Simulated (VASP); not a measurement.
Computed with PBE GGA, VASP's PBE PAW potentials (set 64) (plane waves; VASP).

Input for VASP

KPOINTS:
```
Automatic mesh
0
Gamma
8 8 8
```

### INCAR
```
IBRION=2
NELM=100   ! most electronic steps
GGA=PE
NSW=40   ! most ionic steps
LASPH=T
LMAXMIX=6   ! l cut-off of mixed one-centre charges
ISMEAR=0   ! Gaussian
EDIFF=1E-6   ! SCF stop (eV)
SIGMA=0.05
ENCUT=620   ! plane-wave cut-off (eV)
PREC=Accurate
LWAVE=F
ALGO=Normal   ! blocked Davidson
ISIF=3   ! ions, shape and volume
EDIFFG=-0.02   ! ionic stop
SYSTEM=HfO2
PSTRESS=50   ! kbar
LCHARG=F
LREAL=F   ! projection in real space or not
```

POSCAR:
```
HfO2
1
   -0.0000000000     2.5193060106     2.5193060106
    2.5193060106     0.0000000000     2.5193060106
    2.5193060106     2.5193060106     0.0000000000
Hf O
1 2
Direct
  0.0000000000   0.0000000000   0.0000000000
  0.2500000000   0.2500000000   0.2500000000
  0.7500000000   0.7500000000   0.7500000000
```

POTCAR, in this order: Hf_pv O (PBE.64 set). Program: vasp_std.

What VASP printed:

File OSZICAR:
```
       N       E                     dE             d eps       ncg     rms          rms(c)
DAV:   1     0.110320984847E+03    0.11032E+03   -0.14519E+04   870   0.168E+03
DAV:   2    -0.319066490976E+02   -0.14223E+03   -0.13946E+03  1115   0.342E+02
DAV:   3    -0.359623936471E+02   -0.40557E+01   -0.40520E+01  1094   0.567E+01
DAV:   4    -0.359838371095E+02   -0.21443E-01   -0.21441E-01  1122   0.449E+00
DAV:   5    -0.359840157420E+02   -0.17863E-03   -0.17863E-03  1087   0.369E-01    0.502E+01
DAV:   6    -0.303659825777E+02    0.56180E+01   -0.29518E+01   968   0.390E+01    0.443E+01
DAV:   7    -0.302763486041E+02    0.89634E-01   -0.75465E-01  1052   0.821E+00    0.294E+01
DAV:   8    -0.302544689590E+02    0.21880E-01   -0.20679E-01  1073   0.489E+00    0.592E+00
DAV:   9    -0.302440780485E+02    0.10391E-01   -0.41554E-02  1073   0.186E+00    0.169E+00
DAV:  10    -0.302441240086E+02   -0.45960E-04   -0.45654E-03  1148   0.538E-01    0.298E-01
DAV:  11    -0.302440944893E+02    0.29519E-04   -0.29960E-04   996   0.148E-01    0.216E-01
DAV:  12    -0.302441044307E+02   -0.99414E-05   -0.51384E-05  1158   0.549E-02    0.531E-02
DAV:  13    -0.302441053870E+02   -0.95630E-06   -0.20288E-06  1013   0.118E-02
   1 F= -.29246102E+02 E0= -.29246102E+02  d E =-.292461E+02
```

**OUTCAR**
```
------------------------ aborting loop because EDIFF is reached ----------------------------------------
  FORCE on cell =-STRESS in cart. coord.  units (eV):
  Direction    XX          YY          ZZ          XY          YZ          ZX
  --------------------------------------------------------------------------------------
  Total        0.9929714      0.9929714      0.9929714     -0.0000000      0.0000000     -0.0000000
  in kB       49.7478763     49.7478763     49.7478763     -0.0000000      0.0000000     -0.0000000
  external PRESSURE =      -0.2521237 kB  Pullay stress =      50.0000000 kB
  volume of cell :       31.98
      direct lattice vectors                 reciprocal lattice vectors
     0.000000000  2.519306011  2.519306011    -0.198467355  0.198467355  0.198467355
     2.519306011  0.000000000  2.519306011     0.198467355 -0.198467355  0.198467355
     2.519306011  2.519306011  0.000000000     0.198467355  0.198467355 -0.198467355
 POSITION                                       TOTAL-FORCE (eV/Angst)
 -----------------------------------------------------------------------------------
      0.00000      0.00000      0.00000        -0.000000     -0.000000     -0.000000
      1.25965      1.25965      1.25965        -0.000000     -0.000000     -0.000000
      3.77896      3.77896      3.77896         0.000000      0.000000      0.000000
 -----------------------------------------------------------------------------------
    total drift:                                0.000000     -0.000000      0.000000
  FREE ENERGIE OF THE ION-ELECTRON SYSTEM (eV)
  ---------------------------------------------------
  free  energy   TOTEN  =       -30.2441053870 eV

  energy  without entropy=      -30.2441053870  energy(sigma->0) =      -30.24410539
  enthalpy is  TOTEN    =       -29.2461016074 eV   P V=        0.9980037796

 reached required accuracy - stopping structural energy minimisation
```
(Selected blocks of OUTCAR.)

**OUTCAR**
```
 val. band max:        4.4373756880   @ k =   0.5000   0.5000   0.0000

 cond. band min:       8.2909570025   @ k =   0.5000   0.5000   0.0000


 Fermi energy:         4.7399927001

 k-point     1 :       0.0000    0.0000    0.0000
  band No.  band energies     occupation
      1     -25.1630      2.00000
      2     -25.1630      2.00000
      3     -25.1630      2.00000
      4     -14.4106      2.00000
      5     -11.2845      2.00000
      6      -1.0200      2.00000
      7      -1.0200      2.00000
      8      -1.0200      2.00000
      9       3.8210      2.00000
     10       3.8210      2.00000
     11       3.8210      2.00000
     12       8.3650      0.00000
     13       8.3650      0.00000
     14      10.4256      0.00000
     15      15.0970      0.00000

 k-point     2 :       0.1250    0.0000    0.0000
  band No.  band energies     occupation
      1     -25.2371      2.00000
      2     -25.1710      2.00000
      3     -25.1710      2.00000
      4     -14.1925      2.00000
      5     -11.4619      2.00000
      6      -0.8661      2.00000
      7      -0.8661      2.00000
      8      -0.5902      2.00000
      9       3.3634      2.00000
     10       3.5306      2.00000
     11       3.5306      2.00000
     12       8.6650      0.00000
     13       8.6650      0.00000
     14      11.0349      0.00000
     15      14.3756      0.00000

 k-point     3 :       0.2500    0.0000    0.0000
  band No.  band energies     occupation
      1     -25.4083      2.00000
      2     -25.1901      2.00000
      3     -25.1901      2.00000
      4     -13.6800      2.00000
      5     -11.8141      2.00000
      6      -0.4860      2.00000
      7      -0.4860      2.00000
      8       0.4083      2.00000
      9       2.4534      2.00000
     10       3.0026      2.00000
     11       3.0026      2.00000
     12       9.1135      0.00000
     13       9.1135      0.00000
     14      11.6290      0.00000
     15      13.8675      0.00000
...
```

Unless said otherwise, spin-orbit coupling is left out, though it shifts the bands of the heavy elements here.

The compound is HfO2 in the fluorite structure, the high-temperature cubic form, which is unstable at 0 K; the monoclinic form is the stable one. It was relaxed first under an external pressure of 5 GPa.
